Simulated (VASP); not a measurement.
An input for Ansatz (written as the equivalent of a VASP run, and not itself run):

Ansatz 0.2 input:
```yaml
crystal:
  lattice:
    - [0.0000000, 3.0017039, 3.0017039]
    - [3.0017039, 0.0000000, 3.0017039]
    - [3.0017039, 3.0017039, 0.0000000]
  atoms:
    - { symbol: Mg, position: [0.2500000, 0.2500000, 0.2500000] }
    - { symbol: Mg, position: [0.7500000, 0.7500000, 0.7500000] }
    - { symbol: Ge, position: [0.0000000, 0.0000000, 0.0000000] }
kpoints:
  mp_grid: { grid: [6, 6, 6] }
hamiltonian:
  xc: pbe
  pseudopotentials: { kind: paw }
scf:
  occupations: { method: gaussian, width: 0.05 }
  max_iter: 100
relax:
  max_steps: 40
  f_tol: 0.01
  cell: { p_target: 15 }
output: { forces: true, stress: true, eigenvalues: true }
```

Problem. Translate this input to VASP (INCAR, KPOINTS, POSCAR, choice of POTCAR).

Solution. One answer among several that fit: 
**KPOINTS**
```
K-points
0
gamma
  6 6 6
0 0 0
```

POSCAR:
```
Mg2Ge
1.0
  0.0000000000   3.0017038530   3.0017038530
  3.0017038530   0.0000000000   3.0017038530
  3.0017038530   3.0017038530   0.0000000000
Mg Ge
2 1
Cartesian
  1.5008519265   1.5008519265   1.5008519265
  4.5025557795   4.5025557795   4.5025557795
  0.0000000000   0.0000000000   0.0000000000
```

### INCAR
```
SYSTEM = Mg2Ge
PREC = Accurate
ENCUT = 480
EDIFF = 1E-7
NELM = 100
ALGO = Normal
LREAL = .FALSE.
LASPH = .TRUE.
ISMEAR = 0
SIGMA = 0.05
GGA = PE
LMAXMIX = 4
LWAVE = .FALSE.
LCHARG = .FALSE.
ISIF = 3
IBRION = 2
NSW = 40
EDIFFG = -0.01
PSTRESS = 150
```

POTCAR, in this order: Mg Ge_d (PBE.64 set). Program: vasp_std.

Limits of the translation: each code has its own PAW files, so the cut-off isn't converted (ENCUT is set for VASP's; basis.ecutwfc is left out, and Ansatz then takes the one that its files recommend); Ansatz stops its SCF on the density residual and VASP on the energy change (EDIFF).

The compound is Mg2Ge in the antifluorite structure. It was relaxed first under an external pressure of 15 GPa. The k-mesh is coarse (spacing up to 0.30 per Å, 2π included), so the numbers may not be converged in it.
